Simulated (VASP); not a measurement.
Data:

```yaml
crystal:
  lattice:
    - [3.35505, 0.00000, 0.00000]
    - [-1.67753, 2.90556, 0.00000]
    - [0.00000, 0.00000, 5.49437]
  atoms:
    - { symbol: In, position: [0.00000, 0.00000, 0.99744] }
    - { symbol: Ga, position: [0.66667, 0.33333, 0.49584] }
    - { symbol: N, position: [0.66667, 0.33333, 0.14600] }
    - { symbol: N, position: [0.00000, 0.00000, 0.60233] }
```

These are PBEsol GGA, VASP's PBE PAW potentials (set 64) (plane waves; VASP 6.6.1) values and carry that method's errors. Run with 520 eV cut-off, 9×9×5 Γ-centred mesh, tetrahedra with Blöchl corrections, potentials In_d Ga_d N.

The cores are frozen, which limits the accuracy of field gradients.

**Question.** Give the principal components of the electric field gradient (V/Å²) and the asymmetry η at each nucleus.

**Answer.** 
```
atom    Vxx    Vyy    Vzz     η
----  -----  -----  -----  ----
In1   -12.9  -12.9   25.8  0.00
Ga2    13.7   13.7  -27.5  0.00
N3     -7.1   -7.1   14.2  0.00
N4      3.4    3.4   -6.7  0.00
```

The structure comes from a computed database's InGaN2 entry (P3m1); how it stands against other phases isn't given here. It was relaxed first.
